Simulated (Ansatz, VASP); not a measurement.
# HfC in two plane-wave programs

Aim: how closely do two programs agree when they are given the same cell, functional and k mesh? The cell is taken from a series of runs on this material, whose earlier steps may have relaxed, scaled, displaced or heated it; both programs get it as it stands.

Program: Ansatz 0.2.0. Level of theory: plane waves, with VASP 6.6.1 beside it; zone-centre phonons at LDA. Results are calculated unless marked as measured.

## Step 1: Set-up

It takes space group I4/mmm (No. 139, tetragonal). Conventional cell: a = 3.255 Å, b = 3.255 Å, c = 4.390 Å, α = 90.00°, β = 90.00°, γ = 90.00°. C has 6 Hf at 2.19 to 2.30 Å nearest. Hf has 6 C at 2.19 to 2.30 Å nearest. Farther neighbours are not listed.

Structure file:

```
C Hf
1.0
     0.00000    2.30198    2.19492
     2.30198    0.00000    2.19492
     2.30198    2.30198    0.00000
C Hf
1 1
Direct
  0.00000 0.00000 0.00000
  0.50000 0.50000 0.50000
```

## Step 2: VASP: zone-centre phonons, LDA

Second derivatives magnify differences that forces hide, and they need a tight electronic threshold.

Lines of VASP's logs that name or quote its potential files are left out, and so is its time.

File INCAR:

```
SYSTEM = HfC
PREC = Accurate
ENCUT = 600
EDIFF = 1E-08
NELM = 120
ISMEAR = 1
SIGMA = 0.2
LREAL = .FALSE.
ALGO = Normal
GGA = PW92
NBANDS = 13
LASPH = .TRUE.
LORBIT = 11
LWAVE = .FALSE.
LCHARG = .FALSE.
ISIF = 2
IBRION = 8
GGA_COMPAT = .FALSE.
KPAR = 2
```

File POSCAR:

```
HfC
1.0
    0.0000000000      2.3019836568      2.1949176939
    2.3019836568      0.0000000000      2.1949176939
    2.3019836568      2.3019836568      0.0000000000
C Hf
1 1
Direct
    0.0000000000      0.0000000000      0.0000000000
    0.5000000000      0.5000000000      0.5000000000
```

File KPOINTS:

```
Automatic mesh
0
Gamma
16 16 16
0 0 0
```

PAW data sets: C and Hf_pv (LDA family, release 64).

Started as:

```sh
mpirun -np 2 vasp_std
```

Numbers of over 12 decimals in the logs are rounded to 6 here.

Output:

```text
[banner, memory and clock lines left out]
running    2 mpi-ranks, on    1 nodes
 distrk:  each k-point on    1 cores,    2 groups
 distr:  one band on    1 cores,    1 groups

 POSCAR found type information on POSCAR C Hf
 POSCAR found :  2 types and       2 ions
|                                                                             |
|               ----> ADVICE to this user running VASP <----                  |
|                                                                             |
|     You enforced a specific xc type in the INCAR file but a different       |
|     [... a line on the potential file left out ...]
|     I HOPE YOU KNOW WHAT YOU ARE DOING!                                     |
|                                                                             |

 LDA part: xc-table for (Slater(with rela. corr.)+PW92), standard interpolation
 POSCAR, INCAR and KPOINTS ok, starting setup
 FFT: planning ... GRIDC
 FFT: planning ... GRID_SOFT
 FFT: planning ... GRID
 WAVECAR not read
 entering main loop
       N       E                     dE             d eps       ncg     rms          rms(c)
DAV:   1     0.249409521622E+02    0.24941E+02   -0.86143E+03  9090   0.119E+03
DAV:   2    -0.242006064458E+02   -0.49142E+02   -0.45789E+02 11551   0.223E+02
DAV:   3    -0.259439854641E+02   -0.17434E+01   -0.17299E+01 11318   0.300E+01
DAV:   4    -0.259535334223E+02   -0.95480E-02   -0.95465E-02 10140   0.263E+00
DAV:   5    -0.259535977059E+02   -0.64284E-04   -0.64282E-04 11479   0.197E-01    0.674E+01
DAV:   6    -0.228992258071E+02    0.30544E+01   -0.13739E+01 10489   0.198E+01    0.468E+01
DAV:   7    -0.228378161362E+02    0.61410E-01   -0.58456E-01 10584   0.540E+00    0.252E+01
DAV:   8    -0.228231774729E+02    0.14639E-01   -0.45989E-02 11324   0.171E+00    0.489E+00
DAV:   9    -0.228190167121E+02    0.41608E-02   -0.20837E-02 10859   0.771E-01    0.182E+00
DAV:  10    -0.228186033084E+02    0.41340E-03   -0.14162E-03 11046   0.278E-01    0.107E-01
DAV:  11    -0.228186030299E+02    0.27854E-06   -0.66896E-05 10969   0.713E-02    0.741E-02
DAV:  12    -0.228186026429E+02    0.38696E-06   -0.11796E-06 11553   0.966E-03    0.842E-03
DAV:  13    -0.228186025000E+02    0.14287E-06   -0.48143E-07 10794   0.389E-03    0.604E-04
DAV:  14    -0.228186025039E+02   -0.38510E-08   -0.17917E-08  9811   0.109E-03
   1 F= -.22818603E+02 E0= -.22818736E+02  d E =0.401834E-03
 Linear response reoptimize wavefunctions to high precision
DAV:   1    -0.228186025042E+02   -0.33538E-09   -0.39266E-10  7796   0.181E-04
DAV:   2    -0.228186025042E+02   -0.10914E-10   -0.41943E-11  6302   0.564E-05
 Linear response DOF=           4
 Linear response progress:
  Degree of freedom:   1/  4
       N       E                     dE             d eps       ncg     rms          rms(c)
RMM:   1    -0.122960240670E+00   -0.12296E+00    0.23091E-02 35728   0.192E+00
RMM:   2    -0.118878997129E+00    0.40812E-02   -0.32045E-03 25858   0.353E-01    0.390E-01
RMM:   3    -0.119190507014E+00   -0.31151E-03   -0.69897E-04 23326   0.152E-01    0.199E-01
RMM:   4    -0.120153166748E+00   -0.96266E-03   -0.44529E-04 23924   0.117E-01    0.344E-02
RMM:   5    -0.120158438490E+00   -0.52717E-05   -0.11086E-05 26958   0.240E-02    0.105E-02
RMM:   6    -0.120156695110E+00    0.17434E-05   -0.36679E-07 28829   0.402E-03    0.394E-03
RMM:   7    -0.120146551174E+00    0.10144E-04   -0.75828E-08 27970   0.188E-03    0.252E-03
RMM:   8    -0.120148608469E+00   -0.20573E-05   -0.12565E-08 29900   0.569E-04    0.304E-04
RMM:   9    -0.120148416153E+00    0.19232E-06   -0.20077E-08 30530   0.970E-05    0.186E-04
RMM:  10    -0.120148423578E+00   -0.74247E-08   -0.44933E-09 31322   0.231E-05    0.592E-05
 first order change of Fermi-energy  -0.12839E-02
 force on displaced ion       1 direction 1 :  -7.468   0.000   0.000
 Linear response progress:
  Degree of freedom:   2/  4
       N       E                     dE             d eps       ncg     rms          rms(c)
RMM:   1    -0.127643419861E+00   -0.12764E+00    0.14476E-02 19634   0.208E+00
RMM:   2    -0.120814223005E+00    0.68292E-02   -0.44079E-03 14550   0.393E-01    0.662E-01
RMM:   3    -0.121120139239E+00   -0.30592E-03   -0.90516E-04 13167   0.174E-01    0.347E-01
RMM:   4    -0.122197720539E+00   -0.10776E-02   -0.52940E-04 13333   0.128E-01    0.468E-02
RMM:   5    -0.122171088682E+00    0.26632E-04   -0.15530E-05 14736   0.291E-02    0.136E-02
RMM:   6    -0.122175778178E+00   -0.46895E-05   -0.41853E-07 16052   0.442E-03    0.477E-03
RMM:   7    -0.122161142439E+00    0.14636E-04   -0.13437E-07 15250   0.260E-03    0.292E-03
RMM:   8    -0.122166334076E+00   -0.51916E-05   -0.16917E-08 16306   0.736E-04    0.326E-04
RMM:   9    -0.122165282996E+00    0.10511E-05   -0.97568E-09 17030   0.157E-04    0.198E-04
RMM:  10    -0.122165236380E+00    0.46617E-07   -0.14965E-08 17349   0.372E-05    0.568E-05
RMM:  11    -0.122165261413E+00   -0.25034E-07   -0.58689E-10 16814   0.154E-05    0.131E-05
RMM:  12    -0.122165291413E+00   -0.30000E-07   -0.27409E-09 16418   0.815E-06    0.348E-06
RMM:  13    -0.122165286400E+00    0.50132E-08    0.72935E-09 12319   0.564E-06    0.319E-06
 first order change of Fermi-energy   0.16188E-02
 force on displaced ion       1 direction 3 :   0.000   0.000 -15.073
 Linear response progress:
  Degree of freedom:   3/  4
       N       E                     dE             d eps       ncg     rms          rms(c)
RMM:   1    -0.213044050838E+00   -0.21304E+00    0.36452E+00 18155   0.116E+01
RMM:   2    -0.208407173253E+00    0.46369E-02   -0.29422E-02 25002   0.124E+00    0.489E-01
RMM:   3    -0.207817277935E+00    0.58990E-03   -0.87914E-04 30905   0.140E-01    0.190E-01
RMM:   4    -0.207400906434E+00    0.41637E-03   -0.63413E-05 33093   0.446E-02    0.122E-01
RMM:   5    -0.207018149287E+00    0.38276E-03   -0.25251E-05 33738   0.322E-02    0.124E-02
RMM:   6    -0.207013113642E+00    0.50356E-05   -0.20994E-06 33817   0.921E-03    0.465E-03
RMM:   7    -0.207023876892E+00   -0.10763E-04   -0.11147E-06 35666   0.211E-03    0.522E-03
RMM:   8    -0.207024888416E+00   -0.10115E-05   -0.14346E-06 36670   0.497E-04    0.117E-03
RMM:   9    -0.207025168449E+00   -0.28003E-06   -0.10358E-06 36387   0.228E-04    0.149E-04
RMM:  10    -0.207025436917E+00   -0.26847E-06   -0.72380E-07 35930   0.866E-05    0.708E-05
RMM:  11    -0.207025476141E+00   -0.39223E-07   -0.32512E-07 38870   0.360E-05    0.613E-05
RMM:  12    -0.207025488876E+00   -0.12736E-07   -0.16556E-07 34588   0.205E-05    0.648E-06
RMM:  13    -0.207025491206E+00   -0.23293E-08   -0.91470E-08 32510   0.155E-05    0.562E-06
 first order change of Fermi-energy   0.14001E-02
 force on displaced ion       2 direction 1 :  -7.472   0.000   0.000
 Linear response progress:
  Degree of freedom:   4/  4
       N       E                     dE             d eps       ncg     rms          rms(c)
RMM:   1    -0.209240185306E+00   -0.20924E+00    0.40923E+00 10192   0.121E+01
RMM:   2    -0.203373864908E+00    0.58663E-02   -0.30711E-02 14019   0.127E+00    0.705E-01
RMM:   3    -0.202586457090E+00    0.78741E-03   -0.97694E-04 17238   0.158E-01    0.331E-01
RMM:   4    -0.202005901846E+00    0.58056E-03   -0.10874E-04 18468   0.633E-02    0.170E-01
RMM:   5    -0.201622250659E+00    0.38365E-03   -0.32922E-05 19035   0.374E-02    0.189E-02
RMM:   6    -0.201624311678E+00   -0.20610E-05   -0.49798E-06 18261   0.124E-02    0.116E-02
RMM:   7    -0.201629728636E+00   -0.54170E-05   -0.27973E-06 20481   0.287E-03    0.102E-02
RMM:   8    -0.201630606548E+00   -0.87791E-06   -0.55515E-06 19960   0.766E-04    0.278E-03
RMM:   9    -0.201631561774E+00   -0.95523E-06   -0.38753E-06 20728   0.346E-04    0.402E-04
RMM:  10    -0.201631915881E+00   -0.35411E-06   -0.23087E-06 20313   0.122E-04    0.138E-04
RMM:  11    -0.201631964981E+00   -0.49099E-07   -0.11079E-06 21296   0.567E-05    0.117E-04
RMM:  12    -0.201631992950E+00   -0.27970E-07   -0.59037E-07 20274   0.327E-05    0.633E-05
RMM:  13    -0.201632005229E+00   -0.12279E-07   -0.30338E-07 19177   0.220E-05    0.841E-06
RMM:  14    -0.201632000305E+00    0.49243E-08   -0.16522E-07 16037   0.162E-05    0.250E-05
RMM:  15    -0.201632002665E+00   -0.23600E-08   -0.78479E-08 14178   0.130E-05    0.191E-05
 first order change of Fermi-energy  -0.14212E-02
 force on displaced ion       2 direction 3 :   0.000   0.000 -15.077
 Linear response finished
```

Parts of OUTCAR (step 2):

```text
ion  position               nearest neighbor table
   1  0.000  0.000  0.000-   2 2.19   2 2.19   2 2.30   2 2.30   2 2.30   2 2.30
   2  0.500  0.500  0.500-   1 2.19   1 2.19   1 2.30   1 2.30   1 2.30   1 2.30

  LATTYP: Found a body centered tetragonal cell.
 ALAT       =     3.2554965078
 C/A-ratio  =     1.3484380577

 Subroutine GETGRP returns: Found 16 space group operations
 (whereof 16 operations were pure point group operations)

The static configuration has the point symmetry D_4h.

 Found    349 irreducible k-points:

   k-points           NKPTS =    349   k-points in BZ     NKDIM =    349   number of bands    NBANDS=     13

   dimension x,y,z NGX =    28 NGY =   28 NGZ =   28
   dimension x,y,z NGXF=    56 NGYF=   56 NGZF=   56

   ENCUT  =  600.0 eV  44.10 Ry    6.64 a.u.   6.35  6.35  6.50*2*pi/ulx,y,z

   NELECT =      14.0000    total number of electrons

 k-points in reciprocal lattice and weights: Automatic mesh
   0.00000000  0.00000000  0.00000000       0.000
   0.06250000  0.00000000  0.00000000       0.002
   0.12500000  0.00000000  0.00000000       0.002
   0.18750000  0.00000000  0.00000000       0.002
   0.25000000  0.00000000  0.00000000       0.002
   0.31250000 -0.00000000  0.00000000       0.002
   0.37500000  0.00000000  0.00000000       0.002
   0.43750000 -0.00000000  0.00000000       0.002
   0.50000000  0.00000000  0.00000000       0.001
[...]
-0.31250000  0.18750000  0.50000000       0.001
  -0.25000000  0.25000000  0.50000000       0.000

 average (electrostatic) potential at core
       1 -51.2342       2 -34.7290

  Total        0.0456755      0.0456755      3.9054570      0.0000000      0.0000000      0.0000000
  in kB        3.1458764      3.1458764    268.9860338      0.0000000      0.0000000      0.0000000
  external PRESSURE =      91.7592622 kB  Pullay stress =       0.0000000 kB

  energy-cutoff  :      600.00
  volume of cell :       23.26
      direct lattice vectors                 reciprocal lattice vectors
     0.000000000  2.301983657  2.194917694    -0.217203975  0.217203975  0.227798975
     2.301983657  0.000000000  2.194917694     0.217203975 -0.217203975  0.227798975
     2.301983657  2.301983657  0.000000000     0.217203975  0.217203975 -0.227798975

 POSITION                                       TOTAL-FORCE (eV/Angst)
 -----------------------------------------------------------------------------------
      0.00000      0.00000      0.00000         0.000000     -0.000000      0.000000
      2.30198      2.30198      2.19492        -0.000000      0.000000     -0.000000
 -----------------------------------------------------------------------------------
    total drift:                                0.000000      0.000000      0.000000

 Eigenvectors and eigenvalues of the dynamical matrix
 ----------------------------------------------------

   1 f  =   18.092806 THz   113.680450 2PiTHz  603.511034 cm-1    74.825798 meV
             X         Y         Z           dx          dy          dz
      0.000000  0.000000  0.000000    -0.000000   -0.000000    0.967953
      2.301984  2.301984  2.194918    -0.000000   -0.000000   -0.251130

   2 f  =   12.735457 THz    80.019236 2PiTHz  424.809117 cm-1    52.669594 meV
             X         Y         Z           dx          dy          dz
      0.000000  0.000000  0.000000     0.967945    0.000000    0.000000
      2.301984  2.301984  2.194918    -0.251163    0.000000    0.000000

   3 f  =   12.735457 THz    80.019236 2PiTHz  424.809117 cm-1    52.669594 meV
             X         Y         Z           dx          dy          dz
      0.000000  0.000000  0.000000     0.000000   -0.967945   -0.000000
      2.301984  2.301984  2.194918     0.000000    0.251163    0.000000

   4 f/i=    0.000627 THz     0.003942 2PiTHz    0.020930 cm-1     0.002595 meV
             X         Y         Z           dx          dy          dz
      0.000000  0.000000  0.000000     0.000000   -0.000000    0.251130
      2.301984  2.301984  2.194918     0.000000   -0.000000    0.967953

   5 f/i=    0.000878 THz     0.005514 2PiTHz    0.029271 cm-1     0.003629 meV
             X         Y         Z           dx          dy          dz
      0.000000  0.000000  0.000000    -0.248573    0.035977    0.000000
      2.301984  2.301984  2.194918    -0.957963    0.138650    0.000000

   6 f/i=    0.000878 THz     0.005514 2PiTHz    0.029271 cm-1     0.003629 meV
             X         Y         Z           dx          dy          dz
      0.000000  0.000000  0.000000     0.035977    0.248573    0.000000
      2.301984  2.301984  2.194918     0.138650    0.957963    0.000000

 ELASTIC MODULI CONTR FROM IONIC RELAXATION (kBar)
 Direction    XX          YY          ZZ          XY          YZ          ZX
 --------------------------------------------------------------------------------
 XX           0.0000      0.0000      0.0000      0.0000      0.0000      0.0000
 YY           0.0000      0.0000      0.0000      0.0000      0.0000      0.0000
 ZZ           0.0000      0.0000      0.0000      0.0000      0.0000      0.0000
 XY           0.0000      0.0000      0.0000      0.0000      0.0000      0.0000
 YZ           0.0000      0.0000      0.0000      0.0000      0.0000      0.0000
 ZX           0.0000      0.0000      0.0000      0.0000      0.0000      0.0000
 --------------------------------------------------------------------------------
```

[end of part 1 of 2]

[Lines on the potential files, build, host, timing and source positions are cut from VASP's logs without a mark.]

[Logs are printed without paths, hosts, clocks, repeated set-up lines and the standing remarks that a program may print on its own settings, such as how far it seeks lower states.]

[Hosts, paths, dates, database ids (printed as entryN), source tags and the programs' standing remarks are cut or masked in the printed files.]
